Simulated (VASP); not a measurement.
Input:

```yaml
crystal:
  lattice:
    - [4.41382, 0.00000, 0.00000]
    - [0.00000, 4.41382, 0.00000]
    - [0.00000, 0.00000, 2.96608]
  atoms:
    - { symbol: Mg, position: [0.00000, 0.00000, 0.00000] }
    - { symbol: Mg, position: [0.50000, 0.50000, 0.50000] }
    - { symbol: H, position: [0.30395, 0.30395, 0.00000] }
    - { symbol: H, position: [0.80395, 0.19605, 0.50000] }
    - { symbol: H, position: [0.19605, 0.80395, 0.50000] }
    - { symbol: H, position: [0.69605, 0.69605, 0.00000] }
```

Calculation: LDA (Ceperley-Alder, Perdew-Zunger), VASP's LDA PAW potentials (set 64) (plane waves; VASP). Numerical set-up: 520 eV cut-off, 6×6×8 Γ-centred mesh, tetrahedra with Blöchl corrections, potentials Mg H.

### Question
Estimate the energy per atom (σ→0).

### Answer

```json
{
  "energy per atom (σ→0)": "-3.149 eV/atom"
}
```

Total energies compare only between runs with the same potentials, cut-off and functional.

The compound is MgH2 in the rutile structure. It was relaxed first, which changed the volume by -6 %.
